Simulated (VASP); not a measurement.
```yaml
crystal:
  lattice:
    - [0.00000, 2.91041, 2.91041]
    - [2.95473, -0.04432, 2.95473]
    - [2.95473, 2.95473, -0.04432]
  atoms:
    - { symbol: Sr, position: [0.00000, 0.00000, 0.00000] }
```

The numbers are results of PBEsol GGA, VASP's PBE PAW potentials (set 64) (plane waves; VASP 6.6.1), not measurements. Run with 480 eV cut-off, 8×8×8 Γ-centred mesh, Gaussian smearing of 0.050 eV, potentials Sr_sv.

Problem. Predict the energy per atom (σ→0), band gap (on the k-mesh) with the smallest direct gap where there is one.

Solution. 
```
Quantity                                                    Result
------------------------  ----------------------------------------
band gap (on the k-mesh)  none (metal, semimetal or under 0.01 eV)
energy per atom (σ→0)                               -1.844 eV/atom
```

The absolute energy has meaning only against runs of the same code, potentials and settings.

The compound is Sr in the fcc structure. This cell was strained or had an atom moved on purpose.
